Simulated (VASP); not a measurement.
Input:

```xyz
2
Lattice="0.0000 2.0379 2.0379 2.0379 0.0000 2.0379 2.0379 2.0379 0.0000" Properties=species:S:1:pos:R:3 pbc="T T T"
Li     0.0000     0.0000     0.0000
F      2.0379     2.0379     2.0379
```

Level of theory: TPSS meta-GGA, VASP's PBE PAW potentials (set 64) (plane waves; VASP 6.6.1). Numerical set-up: 520 eV cut-off, 11×11×11 Γ-centred mesh, Gaussian smearing of 0.050 eV, potentials Li_sv F.

**Question.** Give the stress tensor in GPa (positive for a compressed cell).

**Answer.** 
```
-4.11   0.00   0.00
 0.00  -4.11   0.00
 0.00   0.00  -4.11
```
The pressure is its mean diagonal, -4.11 GPa.

The compound is LiF in the rock salt structure. This cell is one point of a volume scan, at 1.06 of the reference volume.
